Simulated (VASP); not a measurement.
A cell of Cu (fcc) near equilibrium:

```
Cu
1.0
    0.00000     1.78834     1.78834
    1.78834     0.00000     1.78834
    1.78834     1.78834     0.00000
Cu
1
Cartesian
  0.00000   0.00000   0.00000
```

Computed with r2SCAN meta-GGA, VASP's PBE PAW potentials (set 64) (plane waves; VASP).

```csv
run,ΔE (meV/atom),σxx,σyy,σzz,"largest shear component, with its sign (GPa)",largest force (eV/Å)
as it is,0.0,0.46,0.46,0.46,0.00,0.000
after one change,29.3,-9.10,-10.63,-10.63,0.00,0.000
```
Stress is in GPa, positive when the cell is compressed.

Name the change that produced these shifts.
(A) biaxial strain of +4.0 % in the yz plane
(B) uniaxial strain of +3.0 % along z
(C) isotropic strain of +4.0 %
(D) uniaxial strain of +2.0 % along x

A, biaxial strain of +4.0 % in the yz plane

The compound is Cu in the fcc structure.
